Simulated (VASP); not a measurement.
Input of a VASP 6.6.1 run:

The input INCAR:

```
ALGO     = Fast           # electronic algorithm
EDIFF    = 1E-6           # SCF threshold, eV
ENCUT    = 520            # plane-wave cutoff, eV
GGA      = PS             # functional
ISIF     = 2              # what is computed and relaxed
ISMEAR   = 1              # smearing method
LASPH    = T              # aspherical terms in the spheres
LCHARG   = T              # write CHGCAR
LELF     = T              # ELF
LREAL    = F              # projectors in reciprocal space
LVHAR    = T            
LWAVE    = F              # write WAVECAR
NBANDS   = 35             # bands
NELM     = 80             # most SCF steps
PREC     = Accurate       # precision mode
SIGMA    = 0.0127         # smearing width, eV
```

KPOINTS

```
k-points
0
Gamma
  6 6 6
```

The input POSCAR:

```
Pb2C3Se2
1.0
    2.6399602207      4.5725452323     -0.0000001636
   -2.6399602207      4.5725452323     -0.0000001636
    0.0000000000     -3.0483633106      4.9644186241
C Se Pb
3 2 2
Direct
    0.0000000000      0.0000000000      0.5000000000
    0.5000000000      0.0000000000      0.5000000000
    0.0000000000      0.5000000000      0.5000000000
    0.2837841475      0.2837841475      0.8513524426
    0.7162158525      0.7162158525      0.1486475574
    0.5000000000      0.5000000000      0.5000000000
    0.0000000000      0.0000000000      0.0000000000
```

Potentials or basis: VASP PAW PBE potentials, release 64 (C, Se, Pb_d).

The run is started by

```bash
$ cat potpaw_PBE.64/C/POTCAR potpaw_PBE.64/Se/POTCAR potpaw_PBE.64/Pb_d/POTCAR > POTCAR
$ mpirun -np 1 vasp_std > vasp.out
```

(1) Predict the pressure.

(2) Estimate the largest force.

(3) Estimate the band gap on the k mesh.

Answers

(1) 0.1 GPa.

(2) 0.011 eV/Å.

(3) none (metal or under the smearing width).

Caveat: the PAW data sets were made with another functional, which shifts forces and pressure a little.
